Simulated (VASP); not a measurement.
```yaml
crystal:
  lattice:
    - [1.35923, -2.30928, 0.00000]
    - [1.35923, 2.30928, 0.00000]
    - [0.00000, 0.00000, 4.44332]
  atoms:
    - { symbol: Os, position: [0.33333, 0.66667, 0.25000] }
    - { symbol: Os, position: [0.67470, 0.34136, 0.75000] }
```

These are PBE GGA, VASP's PBE PAW potentials (set 64) (plane waves; VASP) values and carry that method's errors. Run with 520 eV cut-off, 14×14×8 Γ-centred mesh, first-order Methfessel-Paxton smearing of 0.10 eV, potentials Os.

Question: Which forces act on the atoms, in eV/Å?

Answer: 
| atom | Fx | Fy | Fz |
|---|---|---|---|
| Os1 | 0.173 | 0.067 | 0.000 |
| Os2 | -0.173 | -0.067 | 0.000 |

Question: Give the stress tensor in GPa (positive for a compressed cell).

Answer: 
```
14.47  -0.40   0.00
-0.40  24.89   0.00
 0.00   0.00  -8.64
```
The pressure is its mean diagonal, 10.24 GPa.

The compound is Os in the hcp structure. The cell was not relaxed at this level, atoms are displaced from their ideal sites. The run is one of a series of settings (ENCUT = 520 against the base run), some of them coarse on purpose.
